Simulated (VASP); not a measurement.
Here is the system:

```yaml
crystal:
  lattice:
    - [2.02164, -3.50159, 0.00000]
    - [2.02164, 3.50159, 0.00000]
    - [0.00000, 0.00000, 5.12659]
  atoms:
    - { symbol: Se, position: [0.00000, 0.24832, 0.66667] }
    - { symbol: Se, position: [0.75168, 0.75168, 0.00000] }
    - { symbol: Se, position: [0.24832, 0.00000, 0.33333] }
```

The numbers are results of PBEsol GGA, VASP's PBE PAW potentials (set 64) (plane waves; VASP), not measurements. Run with 400 eV cut-off, Gaussian smearing of 0.050 eV, potentials Se.

Without a dispersion term in the relaxation, distances and binding between the weakly bound layers, chains or molecules are unreliable, and so is what depends on them.

### Question
Estimate the band gap (along the path) with the smallest direct gap where there is one.

### Answer

```yaml
band gap (along the path): 0.38 eV
smallest direct gap (along the path): 0.44 eV
```

Total energies compare only between runs with the same potentials, cut-off and functional.

The compound is Se in the trig structure. It was relaxed first, which changed the volume by -11 %.
